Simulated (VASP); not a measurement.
Consider the following.

```
LaP
1.0
    3.63883     0.00000     0.00000
    0.00000     3.63883     0.00000
    0.00000     0.00000     3.63883
La P
1 1
Cartesian
  0.00000   0.00000   0.00000
  1.81942   1.81942   1.81942
```

All values below come from PBE GGA, VASP's PBE PAW potentials (set 64) (plane waves; VASP). Numerical set-up: 400 eV cut-off, Gaussian smearing of 0.050 eV, potentials La P.

Problem. What does the run give for the band gap (along the path) with the smallest direct gap where there is one?

Solution. 
```json
{
  "band gap (along the path)": "none (metal, semimetal or under 0.01 eV)"
}
```

The structure was generated: LaP was put into the CsCl type type (Pm-3m), which need not be its known phase. It was relaxed first, which changed the volume by -29 %.
